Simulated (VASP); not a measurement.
Output of a VASP run:

### OSZICAR
```
       N       E                     dE             d eps       ncg     rms          rms(c)
DAV:   1     0.266361117461E+03    0.26636E+03   -0.11983E+04  9928   0.104E+03
DAV:   2    -0.110694799032E+02   -0.27743E+03   -0.26926E+03  9458   0.388E+02
DAV:   3    -0.201237020351E+02   -0.90542E+01   -0.88098E+01 10322   0.808E+01
DAV:   4    -0.202537843539E+02   -0.13008E+00   -0.12895E+00  9442   0.894E+00
DAV:   5    -0.202555008825E+02   -0.17165E-02   -0.17156E-02  9574   0.922E-01    0.226E+01
DAV:   6    -0.193451160200E+02    0.91038E+00   -0.21824E+00  8976   0.144E+01    0.815E+00
DAV:   7    -0.192380885017E+02    0.10703E+00   -0.43503E-01  9980   0.582E+00    0.152E+00
DAV:   8    -0.192322939414E+02    0.57946E-02   -0.68813E-03  9032   0.794E-01    0.909E-01
DAV:   9    -0.192308017694E+02    0.14922E-02   -0.28352E-03  8838   0.542E-01    0.598E-02
DAV:  10    -0.192306937438E+02    0.10803E-03   -0.10057E-04  9102   0.105E-01    0.140E-02
DAV:  11    -0.192306833100E+02    0.10434E-04   -0.27262E-06  8294   0.148E-02    0.232E-03
DAV:  12    -0.192306822323E+02    0.10777E-05   -0.11027E-07  4498   0.384E-03    0.114E-03
DAV:  13    -0.192306818727E+02    0.35963E-06   -0.25194E-08  4402   0.163E-03
   1 F= -.19230682E+02 E0= -.19222639E+02  d E =-.160853E-01  mag=     0.0000    -0.0000     0.0000
```

**OUTCAR**
```
------------------------ aborting loop because EDIFF is reached ----------------------------------------
  FORCE on cell =-STRESS in cart. coord.  units (eV):
  Direction    XX          YY          ZZ          XY          YZ          ZX
  --------------------------------------------------------------------------------------
  Total        2.9328212      2.9328212      0.7231539      0.0000000     -0.0000000      0.0000000
  in kB      156.6102899    156.6102899     38.6158337      0.0000000     -0.0000000      0.0000000
  external PRESSURE =     117.2788045 kB  Pullay stress =       0.0000000 kB
  volume of cell :       30.00
      direct lattice vectors                 reciprocal lattice vectors
    -2.395580000  2.395580000  1.307057000     0.000000000  0.208717722  0.382538788
     2.395580000 -2.395580000  1.307057000     0.208717722  0.000000000  0.382538788
     2.395580000  2.395580000 -1.307057000     0.208717722  0.208717722  0.000000000
 POSITION                                       TOTAL-FORCE (eV/Angst)
 -----------------------------------------------------------------------------------
      0.00000      2.39558      0.65353        -0.000000     -0.000000     -0.000000
      0.00000      0.00000      0.00000         0.000000      0.000000      0.000000
 -----------------------------------------------------------------------------------
    total drift:                                0.000000      0.000000      0.000000
  FREE ENERGIE OF THE ION-ELECTRON SYSTEM (eV)
  ---------------------------------------------------
  free  energy   TOTEN  =       -19.2306818727 eV

  energy  without entropy=      -19.2145965583  energy(sigma->0) =      -19.22263922

 total charge

# of ion       s       p       d       tot
------------------------------------------
    1        0.488   6.443   5.246  12.177
    2        0.488   6.443   5.246  12.177
--------------------------------------------------
tot          0.975  12.886  10.492  24.354

 magnetization (x)

# of ion       s       p       d       tot
------------------------------------------
    1       -0.000   0.000  -0.000  -0.000
    2       -0.000   0.000   0.000  -0.000
--------------------------------------------------
tot         -0.000   0.000  -0.000  -0.000

 magnetization (y)

# of ion       s       p       d       tot
------------------------------------------
    1        0.000  -0.000   0.000   0.000
    2        0.000   0.000   0.000   0.000
--------------------------------------------------
tot          0.000  -0.000   0.000   0.000

 magnetization (z)

# of ion       s       p       d       tot
------------------------------------------
    1       -0.000   0.000   0.000  -0.000
    2       -0.000   0.000  -0.000  -0.000
--------------------------------------------------
tot         -0.000   0.000  -0.000  -0.000

 Ion:    1  E_soc:     -0.1963679

 Ion:    2  E_soc:     -0.1963679
```
(Selected blocks of OUTCAR.)

File POSCAR:
```
Tc
1
   -2.3955800000     2.3955800000     1.3070570000
    2.3955800000    -2.3955800000     1.3070570000
    2.3955800000     2.3955800000    -1.3070570000
Tc
2
Direct
  0.7500000000   0.2500000000   0.5000000000
  0.0000000000   0.0000000000   0.0000000000
```

Q: Write an INCAR and KPOINTS that could have produced this output.

A: One answer among several that fit: the input of the run itself, PBE GGA with spin-orbit coupling, plane waves, VASP's PBE PAW potentials (set 64).

**KPOINTS**
```
Automatic
0
Gamma
  11 11 11
```

INCAR:
```
ALGO = Normal
EDIFF = 1E-6
ENCUT = 300
GGA = PE
GGA_COMPAT = .FALSE.
ISIF = 2
ISMEAR = 0
LASPH = .TRUE.
LCHARG = .FALSE.
LMAXMIX = 4
LNONCOLLINEAR = .TRUE.
LORBIT = 11
LREAL = .FALSE.
LSORBIT = .TRUE.
LWAVE = .FALSE.
MAGMOM = 0.0 0.0 0.0 0.0 0.0 0.0
NELM = 100
PREC = Accurate
SIGMA = 0.1
SYSTEM = Tc
```

POTCAR, in this order: Tc_pv (PBE.64 set). Program: vasp_ncl.

At this cut-off the stress carries a Pulay error, which pulls relaxed volumes low.

The structure was generated: Tc was put into an ordered model structure, which need not be its known phase. The cell was not relaxed at this level. The run is one of a series of settings (GGA_COMPAT = .FALSE., LNONCOLLINEAR = .TRUE., LSORBIT = .TRUE., MAGMOM = 0.0 0.0 0.0 0.0 0.0 0.0, program vasp_ncl against the base run), some of them coarse on purpose.
